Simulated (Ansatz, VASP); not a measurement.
**Two plane-wave programs on TaGa2**

```
Ta Ga
1.0
     2.82177    0.00000    0.00000
     0.00000    2.82177    0.00000
     0.00000    0.00000    6.62743
Ta Ga
1 2
Direct
  0.00000 0.00000 0.00000
  0.50000 0.50000 0.31236
  0.50000 0.50000 0.68764
```

Change from the starting cell: species swapped into the Ga2Cu type (P4/mmm, No. 123).

Alike in both runs: functional PBE; k mesh 6 × 6 × 4; occupations gaussian, width 0.1 eV; no spin polarisation.

Ansatz relaxed the structure, and its values are those at the end. VASP's run is a single point on that final structure, the one shown.

```csv
,VASP,Ansatz
version,VASP 6.6.1,Ansatz 0.2.0
potentials or method,"VASP PAW PBE potentials, release 64 (Ta_pv, Ga_d)","scalar-relativistic, plane waves, PAW"
plane-wave cutoff (eV),520,420
valence electrons in the cell,37,39
```

VASP gave:

- gap on the k mesh at the Fermi level (eV): none
- pressure (GPa): 0.2

Question: Which values does Ansatz return?

Answer: gap on the k mesh at the Fermi level (eV): none; pressure (GPa): 0.0.

A gap of «none» marks a metal or a gap that the smearing closes. The functional is the same, so the differences come from potentials, cutoffs and numerics. The two sets of potentials don't hold the same shells in valence.

Caveats: the k mesh is coarse (spacing up to 0.37 Å⁻¹), so the values aren't converged. The runs have no spin-orbit coupling, so splittings on Ta are missing.
